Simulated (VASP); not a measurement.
Given:

```
CELL_PARAMETERS angstrom
      0.00000     2.69045     2.69045
      2.69045     0.00000     2.69045
      2.69045     2.69045     0.00000
ATOMIC_POSITIONS crystal
  Co 0.00000 0.00000 0.00000
  P  0.25000 0.25000 0.25000
```
Starting moments (μB, in the order of the record's atoms Co P): 3.0 0.0.

Level of theory: PBEsol GGA, VASP's PBE PAW potentials (set 64) (plane waves; VASP). Numerical set-up: 400 eV cut-off, 11×11×11 Γ-centred mesh, first-order Methfessel-Paxton smearing of 0.10 eV, potentials Co P.

Energy and stress use the plane-wave basis of the starting cell.

**Question.** The ions, cell shape and volume are relaxed. Which structure does the run end with?

**Answer.** 
```
CELL_PARAMETERS angstrom
      0.00000     2.45419     2.45419
      2.45419     0.00000     2.45419
      2.45419     2.45419     0.00000
ATOMIC_POSITIONS crystal
  Co 0.00000 0.00000 0.00000
  P  0.25000 0.25000 0.25000
```
Space group F-43m (216), at a tolerance of 0.03 Å. The cell ends with 0.00 μB, on the sites 0.00 0.00 μB.

**Question.** How do energy and volume change from the first to the last step?

**Answer.** The energy (σ→0) changes by -420.7 meV/atom and the volume by -24.1 %, in 6 ionic steps.

The structure was generated: CoP was put into the zinc blende type (F-43m), which need not be its known phase. This run relaxes it. Symmetry was kept, so distortions that lower it aren't found.
